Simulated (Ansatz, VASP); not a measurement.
# One calculation of RbRe2, two programs

```
CELL_PARAMETERS angstrom
4.12029 0.00000 0.00000
-2.06014 3.56827 0.00000
0.00000 0.00000 4.44882
ATOMIC_POSITIONS crystal
Rb 0.00000 0.00000 0.00000
Re 0.33333 0.66667 0.50000
Re 0.66667 0.33333 0.50000
```

Alike in both runs: task single point; functional PBE; k mesh 6 × 6 × 4; occupations gaussian, width 0.1 eV; no spin polarisation.

|  | VASP | Ansatz |
| --- | --- | --- |
| version | VASP 6.6.1 | Ansatz 0.2.0 |
| potentials or method | VASP PAW PBE potentials, release 64 (Rb_sv, Re) | scalar-relativistic, plane waves, PAW |
| plane-wave cutoff (eV) | 520 | 420 |
| valence electrons in the cell | 23 | 39 |

Ansatz gave:

```
gap on the k mesh at the Fermi level (eV)       : none
pressure (GPa)                                  : 17.7
largest component of the traceless stress (GPa) : 5.14
```

Which values does VASP return?

gap on the k mesh at the Fermi level (eV): none; pressure (GPa): 16.8; largest component of the traceless stress (GPa): 6.18.

A gap of «none» marks a metal or a gap that the smearing closes. The two sets of potentials don't hold the same shells in valence.

Caveats: so large a pressure means that the cell lies far from this level's equilibrium, or that cutoff or potentials fall short (VASP). Spin-orbit coupling is left out, which matters for the levels of Re.
